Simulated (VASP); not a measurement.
A convergence study with VASP on ZnS (zinc blende): one setting is varied, all else stays as given below, so the limit is that of these other settings. Each run relaxes cell and ions from the cell shown.

```
ZnS
1.0
    0.00000     2.70500     2.70500
    2.70500     0.00000     2.70500
    2.70500     2.70500     0.00000
Zn S
1 1
Direct
  0.00000   0.00000   0.00000
  0.25000   0.25000   0.25000
```

Method: LDA (Ceperley-Alder, Perdew-Zunger), VASP's LDA PAW potentials (set 64) (plane waves; VASP). The tightest run used: 550 eV cut-off, 12×12×12 Γ-centred mesh, Gaussian smearing of 0.050 eV, potentials Zn S.

Gaps are read on the run's mesh, which can miss a band edge.

| setting | relaxed volume (Å³/atom) | E (eV/atom) | gap on the mesh (eV) | irreducible k-points |
|---|---|---|---|---|
| 2×2×2 mesh | 20.104 | -3.4189 | 1.617 | 3 |
| 3×3×3 mesh | 18.957 | -3.9763 | 2.018 | 4 |
| 4×4×4 mesh | 18.711 | -4.0755 | 2.112 | 8 |

Task: These are the cheaper rows. Estimate the results at 12×12×12 mesh, and how far the last row shown lies from them.

Result: 
```tsv
quantity	tightest run	last row shown is off by
relaxed volume (Å³/atom)	18.628	0.083
E (eV/atom)	-4.1043	0.0288
gap on the mesh (eV)	2.148	-0.035
```

Left out are rungs that failed or repeat a setting and relaxations that didn't move; long series are thinned to 24 rows.

The compound is ZnS in the zinc blende structure.
